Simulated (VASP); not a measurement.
Calculation: LDA (Ceperley-Alder, Perdew-Zunger), VASP's LDA PAW potentials (set 64) (plane waves; VASP).

The input files of a VASP run:

**INCAR**
```
SYSTEM = BN
PREC = Accurate
ENCUT = 400
EDIFF = 1E-6
NELM = 100
ALGO = Normal
LREAL = .FALSE.
LASPH = .TRUE.
ISMEAR = -1
SIGMA = 0.01
LWAVE = .FALSE.
LCHARG = .FALSE.
ISIF = 2
```

File KPOINTS:
```
Automatic mesh
0
Gamma
12 12 12
0 0 0
```

**POSCAR**
```
BN
1.8443730
  0.0000000000   1.0000000000   1.0000000000
  1.0000000000   0.0000000000   1.0000000000
  1.0000000000   1.0000000000   0.0000000000
B N
1 1
Direct
  0.0000000000   0.0000000000   0.0000000000
  0.2500000000   0.2500000000   0.2500000000
```

POTCAR, in this order: B N (LDA.64 set). Program: vasp_std.

The run wrote:

OSZICAR:
```
       N       E                     dE             d eps       ncg     rms          rms(c)
DAV:   1    -0.186411836436E+01   -0.18641E+01   -0.45886E+03  1272   0.800E+02
DAV:   2    -0.202472832487E+02   -0.18383E+02   -0.17684E+02  1616   0.122E+02
DAV:   3    -0.203232938869E+02   -0.76011E-01   -0.76011E-01  1344   0.976E+00
DAV:   4    -0.203233523222E+02   -0.58435E-04   -0.58435E-04  1536   0.250E-01
DAV:   5    -0.203233523420E+02   -0.19798E-07   -0.19798E-07  1248   0.347E-03    0.622E+00
DAV:   6    -0.194327330085E+02    0.89062E+00   -0.37539E+00  1152   0.134E+01    0.302E+00
DAV:   7    -0.193429608278E+02    0.89772E-01   -0.67695E-02  1480   0.230E+00    0.176E+00
DAV:   8    -0.193131164017E+02    0.29844E-01   -0.55941E-02  1240   0.182E+00    0.150E-01
DAV:   9    -0.193129452413E+02    0.17116E-03   -0.54564E-04  1168   0.228E-01    0.737E-02
DAV:  10    -0.193129279314E+02    0.17310E-04   -0.56099E-05  1528   0.851E-02    0.133E-02
DAV:  11    -0.193129285578E+02   -0.62637E-06   -0.25636E-06  1008   0.124E-02
   1 F= -.19312929E+02 E0= -.19312929E+02  d E =-.605381E-11
```

File OUTCAR:
```
------------------------ aborting loop because EDIFF is reached ----------------------------------------
  FORCE on cell =-STRESS in cart. coord.  units (eV):
  Direction    XX          YY          ZZ          XY          YZ          ZX
  --------------------------------------------------------------------------------------
  Total       -2.7900561     -2.7900561     -2.7900561      0.0000000      0.0000000      0.0000000
  in kB     -356.2437509   -356.2437509   -356.2437509      0.0000000      0.0000000      0.0000000
  external PRESSURE =    -356.2437509 kB  Pullay stress =       0.0000000 kB
  volume of cell :       12.55
      direct lattice vectors                 reciprocal lattice vectors
     0.000000000  1.844373000  1.844373000    -0.271094838  0.271094838  0.271094838
     1.844373000  0.000000000  1.844373000     0.271094838 -0.271094838  0.271094838
     1.844373000  1.844373000  0.000000000     0.271094838  0.271094838 -0.271094838
  FREE ENERGIE OF THE ION-ELECTRON SYSTEM (eV)
  ---------------------------------------------------
  free  energy   TOTEN  =       -19.3129285578 eV

  energy  without entropy=      -19.3129285577  energy(sigma->0) =      -19.31292856
```
(Selected blocks of OUTCAR.)

OUTCAR:
```
 val. band max:        6.6398704801   @ k =   0.0000   0.0000   0.0000

 cond. band min:      10.9184660598   @ k =   0.5000   0.5000   0.0000


 Fermi energy:         6.8252137348

 k-point     1 :       0.0000    0.0000    0.0000
  band No.  band energies     occupation
      1     -12.7549      2.00000
      2       6.6399      2.00000
      3       6.6399      2.00000
      4       6.6399      2.00000
      5      15.0494      0.00000
      6      15.0494      0.00000
      7      15.0494      0.00000
      8      16.1137      0.00000

 k-point     2 :       0.0833    0.0000    0.0000
  band No.  band energies     occupation
      1     -12.5927      2.00000
      2       5.7853      2.00000
      3       6.4816      2.00000
      4       6.4816      2.00000
      5      15.1874      0.00000
      6      15.3087      0.00000
      7      15.3087      0.00000
      8      16.7149      0.00000

 k-point     3 :       0.1667    0.0000    0.0000
  band No.  band energies     occupation
      1     -12.1147      2.00000
      2       3.7765      2.00000
      3       6.0640      2.00000
      4       6.0640      2.00000
      5      15.4079      0.00000
      6      15.9072      0.00000
      7      15.9072      0.00000
      8      18.0475      0.00000

 k-point     4 :       0.2500    0.0000    0.0000
  band No.  band energies     occupation
      1     -11.3430      2.00000
      2       1.4261      2.00000
      3       5.5870      2.00000
      4       5.5870      2.00000
      5      15.6513      0.00000
      6      16.4906      0.00000
      7      16.4906      0.00000
      8      19.3644      0.00000

 k-point     5 :       0.3333    0.0000    0.0000
  band No.  band energies     occupation
      1     -10.3413      2.00000
      2      -0.8546      2.00000
      3       5.1726      2.00000
      4       5.1726      2.00000
      5      15.8726      0.00000
      6      16.8044      0.00000
      7      16.8044      0.00000
...
```

At this cut-off the stress carries a Pulay error, which pulls relaxed volumes low.

The structure is a typed BN crystal. The cell was not relaxed at this level.
